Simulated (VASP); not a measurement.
# LiSb7 (P-62m) in VASP: single point with PBE

Aim: the single point of LiSb7 with PBE.

Program: VASP 6.6.1. These are calculated values, not measurements. Logs are shortened: lines on timing, memory, paths and dates and some standing lists are left out, and cuts for length are marked.

## 1. The cell of the first run

It takes space group P-62m (No. 189, hexagonal). The conventional cell has a = 6.413 Å, b = 6.413 Å, c = 6.245 Å, α = 90.00°, β = 90.00°, γ = 120.00°. Li (site symmetry -62m) is surrounded by 8 Sb at 3.12 to 3.22 Å. Sb (site symmetry m) has 7 Sb at 3.07 to 3.28 Å and 1 Li at 3.22 Å as nearest neighbours. Sb (site symmetry -62m) is surrounded by 2 Li at 3.12 Å and 6 Sb at 3.19 Å.

The cell was built by a generator and needn't be a form met in nature.

## 2. Single point, PBE (random cell by space group and Wyckoff sites (P-62m, No. 189))

Contents of INCAR:

```
SYSTEM = LiSb7
PREC     = Accurate       ! precision mode
ENCUT    = 520            ! plane-wave cutoff, eV
EDIFF    = 1E-6           ! SCF threshold, eV
ISMEAR   = 0              ! smearing method
SIGMA    = 0.1            ! smearing width, eV
LREAL    = .False.        ! projectors in reciprocal space
LASPH    = .True.         ! aspherical terms in the spheres
NELM     = 100            ! most SCF steps
ALGO     = Fast           ! electronic algorithm
ISIF     = 2              ! what is computed and relaxed
LWAVE    = .False.        ! write WAVECAR
LCHARG   = .False.        ! write CHGCAR
GGA      = PE             ! functional
NBANDS   = 29             ! bands
```

Contents of KPOINTS:

```
Automatic mesh
0
Gamma
  9 9 6
  0 0 0
```

Contents of POSCAR:

```
LiSb7
1.0
    6.4127029628      0.0000000000      0.0000000000
   -3.2063514814      5.5535636727      0.0000000000
    0.0000000000      0.0000000000      6.2445628189
Li Sb
1 7
Direct
    0.0000000000      0.0000000000      0.5000000000
    0.4364100450      0.0000000000      0.7544083484
    0.0000000000      0.4364100450      0.7544083484
    0.5635899550      0.5635899550      0.7544083484
    0.4364100450      0.0000000000      0.2455916516
    0.0000000000      0.4364100450      0.2455916516
    0.5635899550      0.5635899550      0.2455916516
    0.0000000000      0.0000000000      0.0000000000
```

Potentials or basis: VASP PAW PBE potentials, release 64 (Li_sv, Sb).

Command:

```console
$ cat potpaw_PBE.64/Li_sv/POTCAR potpaw_PBE.64/Sb/POTCAR > POTCAR
$ mpirun -np 1 vasp_std > vasp.out
```

OUTCAR:

```text
SYSTEM = LiSb7
   PREC = Accurate
   ENCUT = 520
   EDIFF = 1E-6
   ISMEAR = 0
   LREAL = .False.
   LASPH = .True.
   NELM = 100
   ISIF = 2
   GGA = PE

 ion  position               nearest neighbor table
   1  0.000  0.000  0.500-   8 3.12   8 3.12
   2  0.436  0.000  0.754-   5 3.07   5 3.18   8 3.19   4 3.28   3 3.28   3 3.28   4 3.28
   3  0.000  0.436  0.754-   6 3.07   6 3.18   8 3.19   2 3.28   2 3.28   4 3.28   4 3.28
   4  0.564  0.564  0.754-   7 3.07   7 3.18   8 3.19   2 3.28   2 3.28   3 3.28   3 3.28
   5  0.436  0.000  0.246-   2 3.07   2 3.18   8 3.19   7 3.28   6 3.28   6 3.28   7 3.28
   6  0.000  0.436  0.246-   3 3.07   3 3.18   8 3.19   5 3.28   5 3.28   7 3.28   7 3.28
   7  0.564  0.564  0.246-   4 3.07   4 3.18   8 3.19   5 3.28   5 3.28   6 3.28   6 3.28
   8  0.000  0.000  0.000-   1 3.12   1 3.12   4 3.19   6 3.19   7 3.19   3 3.19   5 3.19   2 3.19

  LATTYP: Found a hexagonal cell.
 ALAT       =     6.4127029628
 C/A-ratio  =     0.9737801447

  Lattice vectors:

 A1 = (   6.4127029628,   0.0000000000,   0.0000000000)
 A2 = (  -3.2063514814,   5.5535636727,   0.0000000000)
 A3 = (   0.0000000000,   0.0000000000,   6.2445628189)

Analysis of symmetry for initial positions (statically):
=====================================================================
 Subroutine PRICEL returns:
 Original cell was already a primitive cell.

 Routine SETGRP: Setting up the symmetry group for a
 hexagonal supercell.

 Subroutine GETGRP returns: Found 12 space group operations
 (whereof 12 operations were pure point group operations)
 out of a pool of 24 trial point group operations.

The static configuration has the point symmetry D_3h.

Analysis of symmetry for dynamics (positions and initial velocities):
=====================================================================
 Subroutine PRICEL returns:
 Original cell was already a primitive cell.

 Routine SETGRP: Setting up the symmetry group for a
 hexagonal supercell.

 Subroutine GETGRP returns: Found 12 space group operations
 (whereof 12 operations were pure point group operations)
 out of a pool of 24 trial point group operations.

The dynamic configuration has the point symmetry D_3h.

 Subroutine INISYM returns: Found 12 space group operations
 (whereof 12 operations are pure point group operations),
 and found     1 'primitive' translations

----------------------------------------------------------------------------------------

                                     Primitive cell

  volume of cell :     222.3898

  direct lattice vectors                    reciprocal lattice vectors
     6.412702963  0.000000000  0.000000000     0.155940483  0.090032280  0.000000000
    -3.206351481  5.553563673  0.000000000     0.000000000  0.180064560  0.000000000
     0.000000000  0.000000000  6.244562819     0.000000000  0.000000000  0.160139313

  length of vectors
     6.412702963  6.412702963  6.244562819     0.180064560  0.180064560  0.160139313

  position of ions in fractional coordinates (direct lattice)
     0.000000000  0.000000000  0.500000000
     0.436410045  0.000000000  0.754408348
     1.000000000  0.436410045  0.754408348
     0.563589955  0.563589955  0.754408348
     0.436410045  0.000000000  0.245591652
     1.000000000  0.436410045  0.245591652
     0.563589955  0.563589955  0.245591652
     0.000000000  0.000000000  0.000000000

  ion indices of the primitive-cell ions
   primitive index   ion index
                 1           1
                 2           2
                 3           3
                 4           4
                 5           5
                 6           6
                 7           7
                 8           8

----------------------------------------------------------------------------------------

 KPOINTS: Automatic mesh

Automatic generation of k-mesh.
 Grid dimensions read from file:
 generate k-points for:    9    9    6

 Generating k-lattice:

  Cartesian coordinates                     Fractional coordinates (reciprocal lattice)
     0.017326720  0.010003587  0.000000000     0.111111111 -0.000000000  0.000000000
     0.000000000  0.020007173  0.000000000     0.000000000  0.111111111  0.000000000
     0.000000000  0.000000000  0.026689886     0.000000000  0.000000000  0.166666667

  Length of vectors
     0.020007173  0.020007173  0.026689886

  Shift w.r.t. Gamma in fractional coordinates (k-lattice)
     0.000000000  0.000000000  0.000000000

 Subroutine IBZKPT returns following result:
 ===========================================

 Found     48 irreducible k-points:

 Following reciprocal coordinates:
            Coordinates               Weight
  0.000000  0.000000  0.000000      1.000000
  0.111111  0.000000  0.000000      6.000000
  0.222222  0.000000  0.000000      6.000000
  0.333333  0.000000  0.000000      6.000000
  0.444444  0.000000  0.000000      6.000000
  0.111111  0.111111  0.000000      6.000000
[... 16 lines left out ...]
  0.333333  0.222222  0.166667     24.000000
  0.333333  0.333333  0.166667      4.000000
 [... further k-points ...]
   k-points           NKPTS =     48   k-points in BZ     NKDIM =     48   number of bands    NBANDS=     29
   number of dos      NEDOS =    301   number of ions     NIONS =      8
   total plane-waves  NPLWV = 110592
   dimension x,y,z NGX =    48 NGY =   48 NGZ =   48
   dimension x,y,z NGXF=    96 NGYF=   96 NGZF=   96
   ions per type =               1   7
   NGX,Y,Z   is equivalent  to a cutoff of  12.44, 12.44, 12.78 a.u.
   NGXF,Y,Z  is equivalent  to a cutoff of  24.89, 24.89, 25.56 a.u.
 SYSTEM =  LiSb7
   PREC   = accura    normal or accurate (medium, high low for compatibility)
   ISTART =      0    job   : 0-new  1-cont  2-samecut
   ICHARG =      2    charge: 1-file 2-atom 10-const
   ISPIN  =      1    spin polarized calculation?
   LNONCOLLINEAR =      F non collinear calculations
   LSORBIT =      F    spin-orbit coupling
   LASPH  =      T    aspherical Exc in radial PAW
   ENCUT  =  520.0 eV  38.22 Ry    6.18 a.u.  11.92 11.92 11.61*2*pi/ulx,y,z
   NELM   =    100;   NELMIN=  2; NELMDL= -5     # of ELM steps
   EDIFF  = 0.1E-05   stopping-criterion for ELM
   LREAL  =      F    real-space projection
   EDIFFG = 0.1E-04   stopping-criterion for IOM
   NSW    =      0    number of steps for IOM
   IBRION =     -1    ionic relax: 0-MD 1-quasi-New 2-CG
   NFREE  =      0    steps in history (QN), initial steepest desc. (CG)
   ISIF   =      2    stress and relaxation
   ISYM   =      2    0-nonsym 1-usesym 2-fastsym
   POTIM  = 0.5000    time-step for ionic-motion
   TEBEG  =    0.0;   TEEND  =   0.0 temperature during run
   PSTRESS=    0.0 pullay stress
   NELECT =      38.0000    total number of electrons
   NUPDOWN=      -1.0000    fix difference up-down
   EMIN   =  10.00;   EMAX   =-10.00  energy-range for DOS
   EFERMI =   0.00;   METHOD = LEGACY
   ISMEAR =     0;   SIGMA  =   0.10  broadening in eV -4-tet -1-fermi 0-gaus
   EFERMI_NEDOS =   21; number of points for ismear=-14 and -15
   IALGO  =     68    algorithm
   IMIX   =      4    mixing-type and parameters
     AMIX     =   0.40;   BMIX     =  1.00
     AMIX_MAG =   1.60;   BMIX_MAG =  1.00
  volume/ion in A,a.u.               =      27.80       187.60
  Fermi-wavevector in a.u.,A,eV,Ry     =   0.908443  1.716709 11.228464  0.825269
  Thomas-Fermi vector in A             =   2.032370
   LORBIT       =      0    0 simple, 1 ext, 2 COOP (PROOUT), +10 PAW based schemes
   GGA     = PE    functional components
   LHFCALC =     F    Hartree Fock is set to
   AEXX    =    0.0000 exact exchange contribution
   IVDW    =     0    specifies the selected vdW correction
   LEPSILON=     F    determine dielectric tensor
   LRPA    =     F    only Hartree local field effects (RPA)
 non-spin polarized calculation
 RMM-DIIS sequential band-by-band and
 Gauss-broadening in eV      SIGMA  =   0.10
  energy-cutoff  :      520.00
  volume of cell :      222.39
 maximum number of plane-waves:      6024
 NGX is ok and might be reduce to    48
   NGX = 23   NGY = 23   NGZ = 23

 number of electron      38.0000004 magnetization

 Free energy of the ion-electron system (eV)
  ---------------------------------------------------
  ext. energy  EPLUGINS =         0.00000000
  ---------------------------------------------------
  free energy    TOTEN  =       -30.42158080 eV

  energy without entropy =      -30.40142167  energy(sigma->0) =      -30.41150124

 E-fermi :   7.0106     XC(G=0):  -9.5753

 val. band max:        6.9871912893   @ k =   0.3333   0.1111   0.0000
 cond. band min:       7.0114797466   @ k =   0.3333   0.2222   0.5000
 fundamental gap:      0.0242884573
 Fermi energy:         7.0106261219

 k-point     1 :       0.0000    0.0000    0.0000
  band No.  band energies     occupation
      1     -40.2945      2.00000
      2      -5.3298      2.00000
      3      -2.5703      2.00000
      4      -2.3039      2.00000
      5      -2.3039      2.00000
      6      -1.7355      2.00000
[... 21 lines left out ...]
     28      11.7666      0.00000
     29      11.8590      0.00000

 k-point     2 :       0.1111    0.0000    0.0000
  band No.  band energies     occupation
      1     -40.2945      2.00000
      2      -5.2745      2.00000
      3      -2.5191      2.00000
      4      -2.4712      2.00000
      5      -2.4021      2.00000
      6      -1.6820      2.00000
[... 21 lines left out ...]
     28      11.5959      0.00000
     29      11.9315      0.00000

 k-point     3 :       0.2222    0.0000    0.0000
  band No.  band energies     occupation
      1     -40.2945      2.00000
      2      -5.1097      2.00000
      3      -2.9143      2.00000
      4      -2.5681      2.00000
      5      -2.3683      2.00000
      6      -1.5889      2.00000
[... 638 lines left out ...]
      5      -2.0473      2.00000
      6      -1.5310      2.00000
[... 21 lines left out ...]
     28      10.1983      0.00000
     29      10.4117      0.00000

 k-point    24 :       0.3333    0.3333    0.1667
  band No.  band energies     occupation
      1     -40.2945      2.00000
      2      -3.8862      2.00000
      3      -3.8862      2.00000
      4      -3.6475      2.00000
      5      -1.7715      2.00000
      6      -1.7715      2.00000
[... 21 lines left out ...]
     28      10.2062      0.00000
     29      10.2063      0.00000

 [... further k-points ...]

------------------------ aborting loop because EDIFF is reached ----------------------------------------

  FORCE on cell =-STRESS in cart. coord.  units (eV):
  Direction    XX          YY          ZZ          XY          YZ          ZX
  --------------------------------------------------------------------------------------
  -------------------------------------------------------------------------------------
  Total       -0.0861344     -0.0861344     -0.0350738      0.0000000     -0.0000000      0.0000000
  in kB       -0.6205435     -0.6205435     -0.2526847      0.0000000     -0.0000000      0.0000000
  external PRESSURE =      -0.4979239 kB  Pullay stress =       0.0000000 kB

 VOLUME and BASIS-vectors are now :
 -----------------------------------------------------------------------------
  energy-cutoff  :      520.00
  volume of cell :      222.39
      direct lattice vectors                 reciprocal lattice vectors
     6.412702963  0.000000000  0.000000000     0.155940483  0.090032280  0.000000000
    -3.206351481  5.553563673  0.000000000     0.000000000  0.180064560  0.000000000
     0.000000000  0.000000000  6.244562819     0.000000000  0.000000000  0.160139313

 POSITION                                       TOTAL-FORCE (eV/Angst)
 -----------------------------------------------------------------------------------
      0.00000      0.00000      3.12228         0.000000     -0.000000     -0.000000
      2.79857      0.00000      4.71095        -0.000323     -0.000000     -0.001141
     -1.39928      2.42363      4.71095         0.000161     -0.000280     -0.001141
      1.80707      3.12993      4.71095         0.000161      0.000280     -0.001141
      2.79857      0.00000      1.53361        -0.000323     -0.000000      0.001141
     -1.39928      2.42363      1.53361         0.000161     -0.000280      0.001141
      1.80707      3.12993      1.53361         0.000161      0.000280      0.001141
      0.00000      0.00000      0.00000         0.000000     -0.000000     -0.000000
 -----------------------------------------------------------------------------------
    total drift:                               -0.000000     -0.000000     -0.000000

  FREE ENERGIE OF THE ION-ELECTRON SYSTEM (eV)
  ---------------------------------------------------
  free  energy   TOTEN  =       -30.4215807996 eV

  energy  without entropy=      -30.4014216718  energy(sigma->0) =      -30.41150124
```

It took 6.8 min on 1 thread of Intel Xeon Platinum 8488C (Sapphire Rapids), shared host; peak memory 0.46 GiB.

Results:

```
Free energy            : -30.4216 eV
Band gap on the k mesh : none (metal or under the smearing width)
```

Caveat: the cutoff is under 1.25 times the usual one of these potentials, so pressure, stress and relaxed cells hold a basis-set (Pulay) error.
